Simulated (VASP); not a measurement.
Given:

```yaml
crystal:
  lattice:
    - [0.00000, 3.03779, 3.03779]
    - [3.03779, 0.00000, 3.03779]
    - [3.03779, 3.03779, 0.00000]
  atoms:
    - { symbol: Li, position: [0.25000, 0.25000, 0.25000] }
    - { symbol: Li, position: [0.75000, 0.75000, 0.75000] }
    - { symbol: Se, position: [0.00000, 0.00000, 0.00000] }
```

Method: revPBE GGA, VASP's PBE PAW potentials (set 64) (plane waves; VASP 6.6.1). Run with 520 eV cut-off, Gaussian smearing of 0.050 eV, potentials Li_sv Se.

### Question
Give the energies of bands 4 to 9 at the high-symmetry points, in eV from the valence-band maximum.

### Answer

```
band     Γ      X      U      L      W
----  ----  -----  -----  -----  -----
4     0.00  -2.17  -1.96  -2.75  -1.80
5     0.00  -1.35  -1.96  -0.49  -1.80
6     0.00  -1.35  -1.09  -0.49  -1.63
7     3.37   3.11   4.19   5.08   5.19
8     5.70   6.16   7.20   6.03   6.40
9     5.70  10.21   8.39   6.03   7.98
```

The gap is indirect, 3.11 eV, from the valence maximum at Γ to the conduction minimum at X.

The compound is Li2Se in the antifluorite structure. It was relaxed first.
